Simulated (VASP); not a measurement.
An input for Ansatz (written as the equivalent of a VASP run, and not itself run):

Ansatz 0.2 input:
```yaml
crystal:
  lattice:
    - [0.0000000, 3.3853660, 3.3853660]
    - [3.3853660, 0.0000000, 3.3853660]
    - [3.3853660, 3.3853660, 0.0000000]
  atoms:
    - { symbol: Sr, position: [0.0000000, 0.0000000, 0.0000000] }
    - { symbol: Te, position: [0.5000000, 0.5000000, 0.5000000] }
kpoints:
  mp_grid: { grid: [9, 9, 9] }
hamiltonian:
  xc: pbe
  pseudopotentials: { kind: paw }
scf:
  occupations: { method: gaussian, width: 0.01 }
  max_iter: 100
output: { forces: true, stress: true, eigenvalues: true }
```

### Question
Write the VASP files for the same calculation (PBE).

### Answer
One answer among several that fit: 
POSCAR:
```
SrTe
1
    0.0000000000     3.3853660000     3.3853660000
    3.3853660000     0.0000000000     3.3853660000
    3.3853660000     3.3853660000     0.0000000000
Sr Te
1 1
Direct
  0.0000000000   0.0000000000   0.0000000000
  0.5000000000   0.5000000000   0.5000000000
```

KPOINTS:
```
Regular mesh
0
G
  9 9 9
```

**INCAR**
```
SYSTEM = SrTe
PREC = Accurate
ENCUT = 300
EDIFF = 1E-6
NELM = 100
ALGO = Normal
LREAL = .FALSE.
LASPH = .TRUE.
ISMEAR = 0
SIGMA = 0.01
GGA = PE
LMAXMIX = 4
LWAVE = .FALSE.
LCHARG = .FALSE.
ISIF = 2
```

POTCAR, in this order: Sr_sv Te (PBE.64 set). Program: vasp_std.

Limits of the translation: each code has its own PAW files, so the cut-off isn't converted (ENCUT is set for VASP's; basis.ecutwfc is left out, and Ansatz then takes the one that its files recommend); Ansatz stops its SCF on the density residual and VASP on the energy change (EDIFF).

The structure comes from a computed database's SrTe entry; how it stands against other phases isn't given here. The cell was not relaxed at this level.
